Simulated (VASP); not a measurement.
Given:

```
CdI2
1.0
    2.16839    -3.75576     0.00000
    2.16839     3.75576     0.00000
    0.00000     0.00000     7.56281
Cd I
1 2
Direct
  0.00000   0.00000   0.00000
  0.33333   0.66667   0.22758
  0.66667   0.33333   0.77242
```

Method: PBE0 hybrid, VASP's PBE PAW potentials (set 64) (plane waves; VASP). Run with 520 eV cut-off, 4×4×2 Γ-centred mesh, Gaussian smearing of 0.050 eV, potentials Cd I.

Without a dispersion term in the relaxation, distances and binding between the weakly bound layers, chains or molecules are unreliable, and so is what depends on them. Unless said otherwise, spin-orbit coupling is left out, though it shifts the bands of the heavy elements here.

Task: Predict the energy per atom (σ→0), band gap (over the mesh, the named points and PBE's band edges) with the smallest direct gap where there is one.

Result: 
```
Property                                                                            Result
--------------------------------------------------------------------------  --------------
band gap (over the mesh, the named points and PBE's band edges)                    4.09 eV
smallest direct gap (over the mesh, the named points and PBE's band edges)         4.19 eV
energy per atom (σ→0)                                                       -2585 meV/atom
```

The absolute energy has meaning only against runs of the same code, potentials and settings.

The compound is CdI2 in the 1T layered structure. It was relaxed first, which changed the volume by +15 %.
